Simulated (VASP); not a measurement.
# Rb2Re (P4mm) in VASP: notebook

The runs below take Rb2Re through relaxation of the atoms, single point, with PBEsol, vdW-DF2.

All numbers are computed with VASP 6.6.1; they aren't measurements. Logs are shortened: lines on timing, memory, paths and dates and some standing lists are left out, and cuts for length are marked.

## 1. The crystal as given

Symmetry: P4mm, No. 99, tetragonal system. Conventional cell: a = 4.992 Å, b = 4.992 Å, c = 4.129 Å, α = 90.00°, β = 90.00°, γ = 90.00°. Rb (site symmetry 2mm) is surrounded by 4 Re at 3.06 to 3.43 Å. Re (site symmetry 4mm) is surrounded by 8 Rb at 3.06 to 3.43 Å.

The cell was built by a generator and needn't be a form met in nature.

## 2. Relaxation of the atoms, PBEsol

Input file INCAR:

```
SYSTEM = Rb2Re
PREC = Accurate
ENCUT = 520
EDIFF = 1E-6
ISMEAR = 1
SIGMA = 0.1
LREAL = .False.
LASPH = .True.
NELM = 100
ALGO = Normal
ISIF = 2
LWAVE = .False.
LCHARG = .False.
GGA = PS
IBRION = 2
NSW = 40
EDIFFG = -0.005
```

Input file KPOINTS:

```
regular mesh
0
Gamma
  6 6 7
  0 0 0
```

Input file POSCAR:

```
Rb2Re
1.0
    4.9921151800      0.0000000000      0.0000000000
    0.0000000000      4.9921151800      0.0000000000
    0.0000000000      0.0000000000      4.1286230400
Rb Re
2 1
Direct
    0.5000000000      0.0000000000      0.7757745200
    0.0000000000      0.5000000000      0.7757745200
    0.0000000000      0.0000000000      0.3462650700
```

Potentials or basis: VASP PAW PBE potentials, release 64 (Rb_sv, Re).

The run is started by

```bash
> cat potpaw_PBE.64/Rb_sv/POTCAR potpaw_PBE.64/Re/POTCAR > POTCAR
> mpirun -np 1 vasp_std > vasp.out
```

OUTCAR:

```text
SYSTEM = Rb2Re
   PREC = Accurate
   ENCUT = 520
   EDIFF = 1E-6
   ISMEAR = 1
   LREAL = .False.
   LASPH = .True.
   NELM = 100
   ISIF = 2
   GGA = PS
   IBRION = 2
   NSW = 40
   EDIFFG = -0.005

 ion  position               nearest neighbor table
   1  0.500  0.000  0.776-   3 3.06   3 3.06   3 3.43   3 3.43   2 3.53   2 3.53   2 3.53   2 3.53
                             2 5.43   2 5.43   2 5.43   2 5.43   2 5.43   2 5.43   2 5.43   2 5.43
   2  0.000  0.500  0.776-   3 3.06   3 3.06   3 3.43   3 3.43   1 3.53   1 3.53   1 3.53   1 3.53
                             1 5.43   1 5.43   1 5.43   1 5.43   1 5.43   1 5.43   1 5.43   1 5.43
   3  0.000  0.000  0.346-   1 3.06   2 3.06   2 3.06   1 3.06   1 3.43   2 3.43   2 3.43   1 3.43

  LATTYP: Found a simple tetragonal cell.
 ALAT       =     4.9921151800
 C/A-ratio  =     0.8270288026

  Lattice vectors:

 A1 = (   4.9921151800,   0.0000000000,   0.0000000000)
 A2 = (   0.0000000000,   4.9921151800,   0.0000000000)
 A3 = (   0.0000000000,   0.0000000000,   4.1286230400)

Analysis of symmetry for initial positions (statically):
=====================================================================
 Subroutine PRICEL returns:
 Original cell was already a primitive cell.

 Routine SETGRP: Setting up the symmetry group for a
 simple tetragonal supercell.

 Subroutine GETGRP returns: Found  8 space group operations
 (whereof  8 operations were pure point group operations)
 out of a pool of 16 trial point group operations.

The static configuration has the point symmetry C_4v.

Analysis of symmetry for dynamics (positions and initial velocities):
=====================================================================
 Subroutine PRICEL returns:
 Original cell was already a primitive cell.

 Routine SETGRP: Setting up the symmetry group for a
 simple tetragonal supercell.

 Subroutine GETGRP returns: Found  8 space group operations
 (whereof  8 operations were pure point group operations)
 out of a pool of 16 trial point group operations.

The dynamic configuration has the point symmetry C_4v.

 Subroutine INISYM returns: Found  8 space group operations
 (whereof  8 operations are pure point group operations),
 and found     1 'primitive' translations

----------------------------------------------------------------------------------------

                                     Primitive cell

  volume of cell :     102.8903

  direct lattice vectors                    reciprocal lattice vectors
     4.992115180  0.000000000  0.000000000     0.200315891  0.000000000  0.000000000
     0.000000000  4.992115180  0.000000000     0.000000000  0.200315891  0.000000000
     0.000000000  0.000000000  4.128623040     0.000000000  0.000000000  0.242211505

  length of vectors
     4.992115180  4.992115180  4.128623040     0.200315891  0.200315891  0.242211505

  position of ions in fractional coordinates (direct lattice)
     0.500000000  0.000000000  0.775774520
     0.000000000  0.500000000  0.775774520
     0.000000000  0.000000000  0.346265070

  ion indices of the primitive-cell ions
   primitive index   ion index
                 1           1
                 2           2
                 3           3

----------------------------------------------------------------------------------------

 KPOINTS: regular mesh

Automatic generation of k-mesh.
 Grid dimensions read from file:
 generate k-points for:    6    6    7

 Generating k-lattice:

  Cartesian coordinates                     Fractional coordinates (reciprocal lattice)
     0.033385982  0.000000000  0.000000000     0.166666667  0.000000000  0.000000000
     0.000000000  0.033385982  0.000000000     0.000000000  0.166666667  0.000000000
     0.000000000  0.000000000  0.034601644     0.000000000  0.000000000  0.142857143

  Length of vectors
     0.033385982  0.033385982  0.034601644

  Shift w.r.t. Gamma in fractional coordinates (k-lattice)
     0.000000000  0.000000000  0.000000000

 Subroutine IBZKPT returns following result:
 ===========================================

 Found     40 irreducible k-points:

 Following reciprocal coordinates:
            Coordinates               Weight
  0.000000  0.000000  0.000000      1.000000
  0.166667  0.000000  0.000000      4.000000
  0.333333  0.000000  0.000000      4.000000
  0.500000  0.000000  0.000000      2.000000
  0.166667  0.166667  0.000000      4.000000
  0.333333  0.166667  0.000000      8.000000
[... 16 lines left out ...]
  0.333333  0.000000  0.285714      8.000000
  0.500000  0.000000  0.285714      4.000000
 [... further k-points ...]
   k-points           NKPTS =     40   k-points in BZ     NKDIM =     40   number of bands    NBANDS=     16
   number of dos      NEDOS =    301   number of ions     NIONS =      3
   total plane-waves  NPLWV =  51200
   dimension x,y,z NGX =    40 NGY =   40 NGZ =   32
   dimension x,y,z NGXF=    80 NGYF=   80 NGZF=   64
   ions per type =               2   1
   NGX,Y,Z   is equivalent  to a cutoff of  13.32, 13.32, 12.89 a.u.
   NGXF,Y,Z  is equivalent  to a cutoff of  26.64, 26.64, 25.77 a.u.
 SYSTEM =  Rb2Re
   PREC   = accura    normal or accurate (medium, high low for compatibility)
   ISTART =      0    job   : 0-new  1-cont  2-samecut
   ICHARG =      2    charge: 1-file 2-atom 10-const
   ISPIN  =      1    spin polarized calculation?
   LNONCOLLINEAR =      F non collinear calculations
   LSORBIT =      F    spin-orbit coupling
   LASPH  =      T    aspherical Exc in radial PAW
   ENCUT  =  520.0 eV  38.22 Ry    6.18 a.u.   9.28  9.28  7.68*2*pi/ulx,y,z
   NELM   =    100;   NELMIN=  2; NELMDL= -5     # of ELM steps
   EDIFF  = 0.1E-05   stopping-criterion for ELM
   LREAL  =      F    real-space projection
   EDIFFG = -.5E-02   stopping-criterion for IOM
   NSW    =     40    number of steps for IOM
   IBRION =      2    ionic relax: 0-MD 1-quasi-New 2-CG
   NFREE  =      1    steps in history (QN), initial steepest desc. (CG)
   ISIF   =      2    stress and relaxation
   ISYM   =      2    0-nonsym 1-usesym 2-fastsym
   POTIM  = 0.5000    time-step for ionic-motion
   TEBEG  =    0.0;   TEEND  =   0.0 temperature during run
   PSTRESS=    0.0 pullay stress
   NELECT =      25.0000    total number of electrons
   NUPDOWN=      -1.0000    fix difference up-down
   EMIN   =  10.00;   EMAX   =-10.00  energy-range for DOS
   EFERMI =   0.00;   METHOD = LEGACY
   ISMEAR =     1;   SIGMA  =   0.10  broadening in eV -4-tet -1-fermi 0-gaus
   EFERMI_NEDOS =   21; number of points for ismear=-14 and -15
   IALGO  =     38    algorithm
   IMIX   =      4    mixing-type and parameters
     AMIX     =   0.40;   BMIX     =  1.00
     AMIX_MAG =   1.60;   BMIX_MAG =  1.00
  volume/ion in A,a.u.               =      34.30       231.45
  Fermi-wavevector in a.u.,A,eV,Ry     =   1.021559  1.930466 14.198800  1.043582
  Thomas-Fermi vector in A             =   2.155190
   LORBIT       =      0    0 simple, 1 ext, 2 COOP (PROOUT), +10 PAW based schemes
   GGA     = PS    functional components
   LHFCALC =     F    Hartree Fock is set to
   AEXX    =    0.0000 exact exchange contribution
   IVDW    =     0    specifies the selected vdW correction
   LEPSILON=     F    determine dielectric tensor
   LRPA    =     F    only Hartree local field effects (RPA)
 conjugate gradient relaxation of ions
 non-spin polarized calculation
 Methfessel and Paxton  Order N= 1 SIGMA  =   0.10
  energy-cutoff  :      520.00
  volume of cell :      102.89
 maximum number of plane-waves:      2836
 NGX is ok and might be reduce to    40
   NGX = 19   NGY = 19   NGZ = 15

--------------------------------------- Ionic step        1  -------------------------------------------

 number of electron      25.0000001 magnetization

 Free energy of the ion-electron system (eV)
  ---------------------------------------------------
  ext. energy  EPLUGINS =         0.00000000
  ---------------------------------------------------
  free energy    TOTEN  =        -7.42229542 eV

  energy without entropy =       -7.42359097  energy(sigma->0) =       -7.42272727

------------------------ aborting loop because EDIFF is reached ----------------------------------------

  FORCE on cell =-STRESS in cart. coord.  units (eV):
  Direction    XX          YY          ZZ          XY          YZ          ZX
  --------------------------------------------------------------------------------------
  -------------------------------------------------------------------------------------
  Total        2.7882052      2.7882052     -1.5412611      0.0000000     -0.0000000      0.0000000
  in kB       43.4171082     43.4171082    -24.0000622      0.0000000     -0.0000000      0.0000000
  external PRESSURE =      20.9447181 kB  Pullay stress =       0.0000000 kB
[... 92 lines left out ...]
  FREE ENERGIE OF THE ION-ELECTRON SYSTEM (eV)
  ---------------------------------------------------
  free  energy   TOTEN  =        -7.5579819918 eV

  energy  without entropy=       -7.5652540654  energy(sigma->0) =       -7.56040602

[... ionic steps 4 to 17 ...]

--------------------------------------- Ionic step       18  -------------------------------------------

 number of electron      25.0000000 magnetization

------------------------ aborting loop because EDIFF is reached ----------------------------------------

  FORCE on cell =-STRESS in cart. coord.  units (eV):
  Direction    XX          YY          ZZ          XY          YZ          ZX
  --------------------------------------------------------------------------------------
  -------------------------------------------------------------------------------------
  Total        2.4168798      2.4168798     -1.4672579      0.0000000      0.0000000      0.0000000
  in kB       37.6349381     37.6349381    -22.8477064      0.0000000      0.0000000      0.0000000
  external PRESSURE =      17.4740566 kB  Pullay stress =       0.0000000 kB
[... 59 lines left out ...]
  energy  without entropy=       -7.5671316840  energy(sigma->0) =       -7.56225318

--------------------------------------- Ionic step       20  -------------------------------------------

 number of electron      25.0000000 magnetization

 Free energy of the ion-electron system (eV)
  ---------------------------------------------------
  ext. energy  EPLUGINS =         0.00000000
  ---------------------------------------------------
  free energy    TOTEN  =        -7.55981921 eV

  energy without entropy =       -7.56713710  energy(sigma->0) =       -7.56225851

 E-fermi :   1.6436     XC(G=0):  -8.6346

 val. band max:        1.6230516369   @ k =   0.0000   0.0000   0.2857
 cond. band min:       1.6568761063   @ k =   0.1667   0.0000   0.2857
 fundamental gap:      0.0338244694
 Fermi energy:         1.6436043169

 k-point     1 :       0.0000    0.0000    0.0000
  band No.  band energies     occupation
      1     -25.7271      2.00000
      2     -25.5015      2.00000
      3     -10.3681      2.00000
      4     -10.3681      2.00000
      5      -9.7105      2.00000
      6      -9.4170      2.00000
[... 8 lines left out ...]
     15       3.0630     -0.00000
     16       6.2103      0.00000
[... 420 lines left out ...]
  band No.  band energies     occupation
      1     -25.6001      2.00000
      2     -25.6001      2.00000
      3      -9.9897      2.00000
      4      -9.9505      2.00000
      5      -9.9326      2.00000
      6      -9.8676      2.00000
[... 8 lines left out ...]
     15       2.5956     -0.00000
     16       5.0969      0.00000

 [... further k-points ...]
[... 5 lines left out ...]
  --------------------------------------------------------------------------------------
  -------------------------------------------------------------------------------------
  Total        2.4168233      2.4168233     -1.4673176      0.0000000      0.0000000      0.0000000
  in kB       37.6340579     37.6340579    -22.8486359      0.0000000      0.0000000      0.0000000
  external PRESSURE =      17.4731600 kB  Pullay stress =       0.0000000 kB
[... 18 lines left out ...]
  FREE ENERGIE OF THE ION-ELECTRON SYSTEM (eV)
  ---------------------------------------------------
  free  energy   TOTEN  =        -7.5598192149 eV

  energy  without entropy=       -7.5671370996  energy(sigma->0) =       -7.56225851

 reached required accuracy - stopping structural energy minimisation
```

Run time: 9.3 min. Hardware: 1 thread of Intel Xeon Platinum 8259CL at 2.50GHz (Skylake/Cascade Lake), shared host; peak memory 0.26 GiB.

Results:

| Item | Value |
| --- | --- |
| Free energy | -7.5598 eV |
| Energy gained by relaxing | 45.8 meV/atom |
| Ionic steps | 20 |
| Pressure after relaxing | 1.7 GPa |
| Band gap on the k mesh | none (metal or under the smearing width) |

Step by step:
| step | energy change (eV) | largest force (eV/Å) | pressure (GPa) |
| --- | --- | --- | --- |
| 1 | 0.0000 | 0.8917 | 2.09 |
| 2 | -0.0525 | 0.7290 | 1.95 |
| 3 | -0.1357 | 0.1118 | 1.75 |
| 4 | -0.1375 | 0.0076 | 1.75 |
| 5 | -0.1375 | 0.0103 | 1.75 |
| 6 | -0.1375 | 0.0099 | 1.75 |
| 7 | -0.1375 | 0.0099 | 1.75 |
| 8 | -0.1375 | 0.0105 | 1.75 |
| 9 | -0.1375 | 0.0108 | 1.75 |
| 10 | -0.1375 | 0.0107 | 1.75 |
| 11 | -0.1375 | 0.0104 | 1.75 |
| 12 | -0.1375 | 0.0099 | 1.75 |
| 13 | -0.1375 | 0.0094 | 1.75 |
| 14 | -0.1375 | 0.0100 | 1.75 |
| 15 | -0.1375 | 0.0114 | 1.75 |
| 16 | -0.1375 | 0.0104 | 1.75 |
| 17 | -0.1375 | 0.0099 | 1.75 |
| 18 | -0.1375 | 0.0095 | 1.75 |
| 19 | -0.1375 | 0.0065 | 1.75 |
| 20 | -0.1375 | 0.0007 | 1.75 |

Final structure:
```
CELL_PARAMETERS angstrom
4.99212 0.00000 0.00000
0.00000 4.99212 0.00000
0.00000 0.00000 4.12862
ATOMIC_POSITIONS crystal
Rb 0.50000 0.00000 0.79929
Rb 0.00000 0.50000 0.79929
Re 0.00000 0.00000 0.29924
```

Levels at points of the mesh, in eV from the Fermi level:
```csv
k point,band 9,band 10,band 11,band 12,band 13,band 14,band 15,band 16
"(0.00, 0.00, 0.00)",-3.46,-1.55,-0.66,-0.40,-0.40,-0.26,1.42,4.57
"(0.50, 0.00, 0.00)",-2.20,-0.96,-0.35,-0.11,0.13,0.25,0.28,3.44
"(0.50, 0.50, 0.00)",-0.84,-0.25,-0.08,0.32,0.32,0.39,0.71,0.71
```

Caveat: the PAW data sets were made with another functional, which shifts forces and pressure a little. The run has no spin-orbit coupling, so splittings on Re are missing.

## 3. Single point, vdW-DF2

Input file run.py:

```python
from ase.calculators.vasp import Vasp
from ase.dft.bandgap import bandgap
from ase.io import read

atoms = read('Rb2Re.xyz')
calc = Vasp(
    directory='calc',
    xc='vdw-df2',
    pp='PBE',
    setups='recommended',
    prec='Accurate',
    encut=520,
    ediff=1e-06,
    ismear=0,
    sigma=0.1,
    lreal=False,
    lasph=True,
    nelm=100,
    algo='Normal',
    isif=2,
    lwave=False,
    lcharg=False,
    kpts=[6, 6, 7],
    gamma=True,
)
atoms.calc = calc

print('energy (eV):', atoms.get_potential_energy())
print('free energy (eV):', atoms.get_potential_energy(force_consistent=True))
print('forces (eV/A):')
print(atoms.get_forces())
print('stress (eV/A^3, Voigt):', atoms.get_stress())
print('Fermi level (eV):', calc.get_fermi_level())
gap, top, bottom = bandgap(calc)
print('band gap (eV):', gap, 'from (spin, k, band)', top, 'to', bottom)
```

Input file Rb2Re.xyz:

```xyz
3
Lattice="4.9921151800 0.0000000000 0.0000000000 0.0000000000 4.9921151800 0.0000000000 0.0000000000 0.0000000000 4.1286230400" Properties=species:S:1:pos:R:3 pbc="T T T"
Rb     2.4960575900      0.0000000000      3.2028805571
Rb     0.0000000000      2.4960575900      3.2028805571
Re     0.0000000000      0.0000000000      1.4295979459
```

Potentials or basis: VASP PAW PBE potentials, release 64 (Rb_sv, Re).

The run is started by

```bash
> python run.py
```

Wall time 4.3 min (1 thread of Intel Xeon Platinum 8259CL at 2.50GHz (Skylake/Cascade Lake), shared host); peak memory 0.55 GiB.

The run converged. Its results:

| Property | Result |
| --- | --- |
| Free energy | 0.1585 eV |
| Pressure | 7.0 GPa |
| Largest force | 1.221 eV/Å |
| Band gap on the k mesh | none (metal or under the smearing width) |

Forces in eV/Å, atoms in the order of the input:
```
Rb   0.000  0.000  0.610
Rb   0.000  0.000  0.610
Re   0.000  0.000 -1.221
```

Stress tensor (GPa, compression positive):
```
8.74 0.00 0.00
0.00 8.74 0.00
0.00 0.00 3.62
```

Levels at points of the mesh, in eV from the Fermi level:
| k point | band 10 | band 11 | band 12 | band 13 | band 14 | band 15 | band 16 |
| --- | --- | --- | --- | --- | --- | --- | --- |
| (0.00, 0.00, 0.00) | -1.49 | -0.54 | -0.45 | -0.31 | -0.31 | 0.97 | 4.56 |
| (0.50, 0.00, 0.00) | -0.92 | -0.27 | -0.27 | -0.13 | 0.23 | 0.43 | 3.19 |
| (0.50, 0.50, 0.00) | -0.38 | -0.19 | 0.14 | 0.14 | 0.38 | 0.81 | 0.81 |

Caveat: the PAW data sets were made with another functional, which shifts forces and pressure a little.

## 4. For comparison

An earlier run on the cell as given: functional PBE; potentials or basis VASP PAW PBE potentials, release 64 (Rb_sv, Re); cutoff 520 eV; k mesh 6 × 6 × 7; occupations fermi-dirac, width 0.05 eV; no spin polarisation.

* Pressure: 4.3 GPa
* Largest force: 0.965 eV/Å
* Band gap on the k mesh: none (metal or under the smearing width)

## 5. The runs side by side

| task | level | cell | smearing | gap on the mesh (eV) | pressure (GPa) | largest force (eV/Å) |
| --- | --- | --- | --- | --- | --- | --- |
| relaxation of the atoms | PBEsol | atoms relaxed | methfessel-paxton 0.1 eV | none | 1.7 | - |
| single point | vdW-DF2 | as given | gaussian 0.1 eV | none | 7.0 | 1.22 |
| single point | PBE | as given | fermi-dirac 0.05 eV | none | 4.3 | 0.96 |

Alike in all rows: potentials or basis VASP PAW PBE potentials, release 64 (Rb_sv, Re); no spin polarisation; k mesh 6 × 6 × 7; cutoff (eV) 520.

Caveats: the PAW data sets were made with another functional, which shifts forces and pressure a little (some runs).

Total energies depend on the potentials used, so only differences within one code and one set of settings carry meaning.
